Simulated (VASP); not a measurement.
# Band gap of BN (Qingsongite): mesh and cell

How far does the LDA gap of BN (Qingsongite) depend on mesh and cell? The starting structure is a measured crystal structure from the Crystallography Open Database. Cell and atoms stay as given unless a step says otherwise.

Program: VASP 6.6.1. Level of theory: Kohn-Sham DFT with plane waves and PAW; LDA. Results are calculated unless marked as measured.

## Step 1: Set-up

The structure is cubic, space group F-43m (No. 216). Conventional cell: a = 3.615 Å, b = 3.615 Å, c = 3.615 Å, α = 90.00°, β = 90.00°, γ = 90.00°. Nearest to N lie 4 B at 1.57 Å. Nearest to B lie 4 N at 1.57 Å. Farther neighbours and most contacts between anions are not listed.

## Step 2: Reference bands

Contents of INCAR:

```
SYSTEM = BN
PREC = Accurate
ENCUT = 460
EDIFF = 1E-06
NELM = 100
ISMEAR = 0
SIGMA = 0.03
LREAL = .FALSE.
ALGO = Normal
GGA = CA
NBANDS = 16
LORBIT = 11
LWAVE = .FALSE.
LCHARG = .FALSE.
KPAR = 4
LASPH = .TRUE.
```

Contents of POSCAR:

```
BN
1.0
    0.0000000000      1.8075000000      1.8075000000
    1.8075000000      0.0000000000      1.8075000000
    1.8075000000      1.8075000000      0.0000000000
N B
1 1
Direct
    0.7500000000      0.7500000000      0.7500000000
    0.0000000000      0.0000000000      0.0000000000
```

Contents of KPOINTS:

```
Automatic mesh
0
Gamma
10 10 10
0 0 0
```

Contents of KPOINTS_OPT:

```
Line mode
10
Line-mode
Reciprocal
  0.00000000   0.00000000   0.00000000 GAMMA
  0.50000000   0.00000000   0.50000000 X

  0.50000000   0.00000000   0.50000000 X
  0.50000000   0.25000000   0.75000000 W

  0.50000000   0.25000000   0.75000000 W
  0.37500000   0.37500000   0.75000000 K

  0.37500000   0.37500000   0.75000000 K
  0.00000000   0.00000000   0.00000000 GAMMA

  0.00000000   0.00000000   0.00000000 GAMMA
  0.50000000   0.50000000   0.50000000 L

  0.50000000   0.50000000   0.50000000 L
  0.62500000   0.25000000   0.62500000 U

  0.62500000   0.25000000   0.62500000 U
  0.50000000   0.25000000   0.75000000 W

  0.50000000   0.25000000   0.75000000 W
  0.50000000   0.50000000   0.50000000 L

  0.50000000   0.50000000   0.50000000 L
  0.37500000   0.37500000   0.75000000 K

  0.62500000   0.25000000   0.62500000 U
  0.50000000   0.00000000   0.50000000 X
```

Potentials, in the order of the species: N and B (LDA family, release 64).

Run with:

```bash
> mpirun -np 4 vasp_std
```

Log:

```text
[banner, memory and clock lines left out]
running    4 mpi-ranks, on    1 nodes
 distrk:  each k-point on    1 cores,    4 groups
 distr:  one band on    1 cores,    1 groups

 POSCAR found type information on POSCAR N B
 POSCAR found :  2 types and       2 ions
 LDA part: xc-table for (Slater(with rela. corr.)+CA(PZ))
 , standard interpolation
 POSCAR, INCAR and KPOINTS ok, starting setup
 FFT: planning ... GRIDC
 FFT: planning ... GRID_SOFT
 FFT: planning ... GRID
 WAVECAR not read
 entering main loop
       N       E                     dE             d eps       ncg     rms          rms(c)
DAV:   1     0.744691475811E+01    0.74469E+01   -0.44413E+03  1552   0.455E+02
DAV:   2    -0.202011961832E+02   -0.27648E+02   -0.26789E+02  2024   0.119E+02
DAV:   3    -0.205353661696E+02   -0.33417E+00   -0.33409E+00  1608   0.107E+01
DAV:   4    -0.205355409085E+02   -0.17474E-03   -0.17474E-03  2064   0.306E-01
DAV:   5    -0.205355410225E+02   -0.11404E-06   -0.11403E-06  1616   0.685E-03    0.652E+00
DAV:   6    -0.195469680649E+02    0.98857E+00   -0.28575E+00  1704   0.697E+00    0.311E+00
DAV:   7    -0.194386817284E+02    0.10829E+00   -0.67959E-02  1912   0.167E+00    0.180E+00
DAV:   8    -0.194071474558E+02    0.31534E-01   -0.32844E-02  1768   0.985E-01    0.173E-01
DAV:   9    -0.194069877835E+02    0.15967E-03   -0.10390E-03  1728   0.202E-01    0.880E-02
DAV:  10    -0.194069670090E+02    0.20775E-04   -0.50586E-05  1920   0.460E-02    0.136E-02
DAV:  11    -0.194069672876E+02   -0.27865E-06   -0.84745E-07  1288   0.510E-03
   1 F= -.19406967E+02 E0= -.19406967E+02  d E =-.452362E-20
 Start KPOINTS_OPT (optional k-point list driver)
k-point batch [1-47\100]
       N       E                     dE             ncg
DAV:   1     0.123404206618E+04   -0.13243E+05     1528
DAV:   2    -0.229434223867E+02   -0.12570E+04     1952
DAV:   3    -0.377807135518E+02   -0.14837E+02     1776
DAV:   4    -0.377870438726E+02   -0.63303E-02     1904
DAV:   5    -0.377870469673E+02   -0.30946E-05     1792
DAV:   6    -0.377870469699E+02   -0.26267E-08     1496
[...]
k-point batch [95-100\100]
       N       E                     dE             ncg
DAV:   1     0.177231882485E+05   -0.22417E+04      200
DAV:   2     0.175746441539E+05   -0.14854E+03      264
DAV:   3     0.175730315168E+05   -0.16126E+01      232
DAV:   4     0.175730307404E+05   -0.77633E-03      248
DAV:   5     0.175730307399E+05   -0.49674E-06      232
```

Elapsed: 3.4 s, on 4 MPI ranks of AMD EPYC 9R14 (Zen 4), shared host; peak memory 0.36 GiB; 11 s of CPU time.

The logs omit lines about the potential files and the build; timing stands in the text.

OUTCAR, selected parts (step 2):

```text
ion  position               nearest neighbor table
   1  0.750  0.750  0.750-   2 1.57   2 1.57   2 1.57   2 1.57
   2  0.000  0.000  0.000-   1 1.57   1 1.57   1 1.57   1 1.57

  LATTYP: Found a face centered cubic cell.
 ALAT       =     3.6150000000

 Subroutine GETGRP returns: Found 24 space group operations
 (whereof 24 operations were pure point group operations)

The static configuration has the point symmetry T_d .

 Found     47 irreducible k-points:

   k-points           NKPTS =     47   k-points in BZ     NKDIM =     47   number of bands    NBANDS=     16

   dimension x,y,z NGX =    18 NGY =   18 NGZ =   18
   dimension x,y,z NGXF=    36 NGYF=   36 NGZF=   36

   ENCUT  =  460.0 eV  33.81 Ry    5.81 a.u.   4.47  4.47  4.47*2*pi/ulx,y,z

   NELECT =       8.0000    total number of electrons

 k-points in reciprocal lattice and weights: Automatic mesh
   0.00000000  0.00000000  0.00000000       0.001
   0.10000000  0.00000000  0.00000000       0.008
   0.20000000  0.00000000  0.00000000       0.008
   0.30000000  0.00000000  0.00000000       0.008
   0.40000000  0.00000000  0.00000000       0.008
   0.50000000  0.00000000  0.00000000       0.004
   0.10000000  0.10000000  0.00000000       0.006
   0.20000000  0.10000000  0.00000000       0.024
   0.30000000  0.10000000  0.00000000       0.024
[...]
-0.30000000  0.40000000  0.20000000       0.024
  -0.30000000  0.50000000  0.20000000       0.012

 average (electrostatic) potential at core
       1 -60.1135       2 -29.5715

 E-fermi :   7.5731

 k-point     1 :       0.0000    0.0000    0.0000
  band No.  band energies     occupation
      1     -12.6798      2.00000
      2       7.3907      2.00000
      3       7.3907      2.00000
      4       7.3907      2.00000
      5      16.0732      0.00000
      6      16.0732      0.00000
      7      16.0732      0.00000
      8      17.8282      0.00000
      9      31.8805      0.00000
    ...

 k-point     2 :       0.1000    0.0000    0.0000
  band No.  band energies     occupation
      1     -12.4364      2.00000
      2       6.1283      2.00000
      3       7.1328      2.00000
      4       7.1328      2.00000
      5      16.3779      0.00000
      6      16.4573      0.00000
      7      16.4573      0.00000
      8      18.5775      0.00000
      9      31.5231      0.00000
    ...

 k-point     3 :       0.2000    0.0000    0.0000
  band No.  band energies     occupation
      1     -11.7176      2.00000
      2       3.4248      2.00000
      3       6.5586      2.00000
      4       6.5586      2.00000
      5      16.8131      0.00000
      6      17.2510      0.00000
      7      17.2510      0.00000
      8      20.1493      0.00000
      9      30.7716      0.00000
    ...

  Total       -0.8084274     -0.8084274     -0.8084274      0.0000000      0.0000000      0.0000000
  in kB     -109.6697133   -109.6697133   -109.6697133      0.0000000      0.0000000      0.0000000
  external PRESSURE =    -109.6697133 kB  Pullay stress =       0.0000000 kB

  energy-cutoff  :      460.00
  volume of cell :       11.81
      direct lattice vectors                 reciprocal lattice vectors
     0.000000000  1.807500000  1.807500000    -0.276625173  0.276625173  0.276625173
     1.807500000  0.000000000  1.807500000     0.276625173 -0.276625173  0.276625173
     1.807500000  1.807500000  0.000000000     0.276625173  0.276625173 -0.276625173

 POSITION                                       TOTAL-FORCE (eV/Angst)
 -----------------------------------------------------------------------------------
      2.71125      2.71125      2.71125         0.000000      0.000000      0.000000
      0.00000      0.00000      0.00000        -0.000000     -0.000000     -0.000000
 -----------------------------------------------------------------------------------
    total drift:                                0.000001      0.000001      0.000000

  FREE ENERGIE OF THE ION-ELECTRON SYSTEM (eV)
  ---------------------------------------------------
  free  energy   TOTEN  =       -19.4069672876 eV

  energy  without entropy=      -19.4069672876  energy(sigma->0) =      -19.40696729

 total charge
# of ion       s       p       d       tot
------------------------------------------
    1        1.204   2.733   0.000   3.937
    2        0.673   1.372   0.000   2.045
--------------------------------------------------
tot          1.876   4.105   0.000   5.982

[... 3 further parts left out ...]
```

At this level the cell is under a tension of 11.0 GPa, so at these settings it is away from equilibrium.

The reference gap is 4.342 eV.

## Step 3: Bands with cell and atoms relaxed by LDA

Against step 2 the input has another starting structure. The cell comes from a relaxation at this level, not shown (11.51 Å³).

INCAR is that of step 2.

Contents of POSCAR:

```
BN
1.0
    0.0000000000      1.7918006284      1.7918006284
    1.7918006284      0.0000000000      1.7918006284
    1.7918006284      1.7918006284      0.0000000000
N B
1 1
Direct
    0.7500000000      0.7500000000      0.7500000000
    0.0000000000      0.0000000000      0.0000000000
```

KPOINTS is that of step 2.

KPOINTS_OPT is that of step 2.

Run with:

```bash
> mpirun -np 4 vasp_std
```

Log:

```text
[... set-up lines as in an earlier step ...]
 entering main loop
       N       E                     dE             d eps       ncg     rms          rms(c)
DAV:   1     0.890721727312E+01    0.89072E+01   -0.41698E+03  1544   0.447E+02
DAV:   2    -0.202310912399E+02   -0.29138E+02   -0.28242E+02  1984   0.123E+02
DAV:   3    -0.205937256513E+02   -0.36263E+00   -0.36252E+00  1680   0.111E+01
DAV:   4    -0.205939081025E+02   -0.18245E-03   -0.18245E-03  1992   0.314E-01
[...]
DAV:   9    -0.194163541783E+02    0.15758E-03   -0.10174E-03  1712   0.203E-01    0.908E-02
DAV:  10    -0.194163335143E+02    0.20664E-04   -0.48254E-05  1920   0.453E-02    0.137E-02
DAV:  11    -0.194163338088E+02   -0.29457E-06   -0.86468E-07  1272   0.513E-03
   1 F= -.19416334E+02 E0= -.19416334E+02  d E =-.547505E-26
 Start KPOINTS_OPT (optional k-point list driver)
k-point batch [1-47\100]
       N       E                     dE             ncg
DAV:   1     0.134384733792E+04   -0.12284E+05     1584
DAV:   2     0.543302621285E+02   -0.12895E+04     1968
DAV:   3     0.391474377157E+02   -0.15183E+02     1728
DAV:   4     0.391416473468E+02   -0.57904E-02     1952
DAV:   5     0.391416445528E+02   -0.27940E-05     1712
DAV:   6     0.391416445496E+02   -0.31995E-08     1552
[...]
k-point batch [95-100\100]
       N       E                     dE             ncg
DAV:   1     0.179961571916E+05   -0.26809E+04      200
DAV:   2     0.178385601736E+05   -0.15760E+03      264
DAV:   3     0.178367355176E+05   -0.18247E+01      224
DAV:   4     0.178367347383E+05   -0.77933E-03      256
DAV:   5     0.178367347379E+05   -0.43667E-06      224
```

Run time: 3.6 s. Hardware: 4 MPI ranks; peak memory 0.37 GiB.

From OUTCAR (step 3):

```text
  Total       -0.0683482     -0.0683482     -0.0683482      0.0000000      0.0000000      0.0000000
  in kB       -9.5178383     -9.5178383     -9.5178383      0.0000000      0.0000000      0.0000000
  external PRESSURE =      -9.5178383 kB  Pullay stress =       0.0000000 kB

 POSITION                                       TOTAL-FORCE (eV/Angst)
 -----------------------------------------------------------------------------------
      2.68770      2.68770      2.68770        -0.000000     -0.000000     -0.000000
      0.00000      0.00000      0.00000         0.000000      0.000000      0.000000
 -----------------------------------------------------------------------------------
    total drift:                                0.000000      0.000000      0.000000

  FREE ENERGIE OF THE ION-ELECTRON SYSTEM (eV)
  ---------------------------------------------------
  free  energy   TOTEN  =       -19.4163338088 eV

  energy  without entropy=      -19.4163338088  energy(sigma->0) =      -19.41633381

[... 1 part as in an earlier step ...]

[... 2 further parts left out ...]
[key lines of the parts left out:]
E-fermi :   7.9343
```

With cell and atoms relaxed by LDA the gap is 4.373 eV, +0.031 eV from the reference.

## Step 4: Bands with a 14×14×14 mesh

Against step 2 the input has a 14×14×14 mesh.

INCAR is that of step 3.

Contents of POSCAR:

```
BN
1.0
    0.0000000000      1.8075000000      1.8075000000
    1.8075000000      0.0000000000      1.8075000000
    1.8075000000      1.8075000000      0.0000000000
N B
1 1
Direct
    0.7500000000      0.7500000000      0.7500000000
    0.0000000000      0.0000000000      0.0000000000
```

Contents of KPOINTS:

```
Automatic mesh
0
Gamma
14 14 14
0 0 0
```

KPOINTS_OPT is that of step 3.

Run with:

```bash
> mpirun -np 4 vasp_std
```

Log:

```text
[... set-up lines as in an earlier step ...]
 entering main loop
       N       E                     dE             d eps       ncg     rms          rms(c)
DAV:   1     0.783517828691E+01    0.78352E+01   -0.43273E+03  3440   0.450E+02
DAV:   2    -0.201797736574E+02   -0.28015E+02   -0.27171E+02  4408   0.121E+02
DAV:   3    -0.205352951374E+02   -0.35552E+00   -0.35540E+00  3672   0.109E+01
DAV:   4    -0.205354872720E+02   -0.19213E-03   -0.19213E-03  4408   0.315E-01
[...]
DAV:   9    -0.194069669830E+02    0.15958E-03   -0.10388E-03  3840   0.202E-01    0.884E-02
DAV:  10    -0.194069460332E+02    0.20950E-04   -0.50499E-05  4200   0.461E-02    0.137E-02
DAV:  11    -0.194069463056E+02   -0.27245E-06   -0.84474E-07  3016   0.509E-03
   1 F= -.19406946E+02 E0= -.19406946E+02  d E =-.163442E-20
 Start KPOINTS_OPT (optional k-point list driver)
k-point batch [1-100\100]
       N       E                     dE             ncg
DAV:   1     0.236520783797E+04   -0.33236E+05     3288
DAV:   2    -0.339460970789E+03   -0.27047E+04     4136
DAV:   3    -0.373089955099E+03   -0.33629E+02     3688
DAV:   4    -0.373104977083E+03   -0.15022E-01     4240
DAV:   5    -0.373104984629E+03   -0.75458E-05     3784
DAV:   6    -0.373104984640E+03   -0.10986E-07     3328
```

It took 4.8 s on 4 MPI ranks; peak memory 0.42 GiB; 16 s of CPU time.

OUTCAR, selected parts (step 4):

```text
  Total       -0.8089274     -0.8089274     -0.8089274      0.0000000      0.0000000      0.0000000
  in kB     -109.7375399   -109.7375399   -109.7375399      0.0000000      0.0000000      0.0000000
  external PRESSURE =    -109.7375399 kB  Pullay stress =       0.0000000 kB

  FREE ENERGIE OF THE ION-ELECTRON SYSTEM (eV)
  ---------------------------------------------------
  free  energy   TOTEN  =       -19.4069463056 eV

  energy  without entropy=      -19.4069463056  energy(sigma->0) =      -19.40694631

[... 2 parts as in an earlier step ...]

[... 2 further parts left out ...]
[key lines of the parts left out:]
E-fermi :   7.5731
```

With a 14×14×14 mesh the gap is 4.342 eV, +0.000 eV from the reference.

## Step 5: Comparison

| run | gap (eV) | change (eV) | core minutes |
| --- | --- | --- | --- |
| reference | 4.342 | - | 0.227 |
| cell and atoms relaxed by LDA | 4.373 | 0.031 | 0.24 |
| a 14×14×14 mesh | 4.342 | 0.0 | 0.32 |

Core minutes are wall time times ranks of the run shown, on a shared host.

## Step 6: Outcome

```yaml
reference_gap: 4.342 eV
gap_with_cell_and_atoms_relaxed_by_lda: 4.373 eV
gap_with_a_14x14x14_mesh: 4.342 eV
```

Among the runs that read a gap along the path, the one with cell and atoms relaxed by LDA moves it most, by +0.031 eV. On finer settings it changes by +0.000 eV with a 14×14×14 mesh. The functional's own error isn't tested here. Further runs on this material are not shown.

[Lines on the potential files, build, host, timing and source positions are cut from VASP's logs without a mark.]

[Logs are printed without paths, hosts, clocks, repeated set-up lines and the standing remarks that a program may print on its own settings, such as how far it seeks lower states.]

[Hosts, paths, dates, database ids (printed as entryN), source tags and the programs' standing remarks are cut or masked in the printed files.]
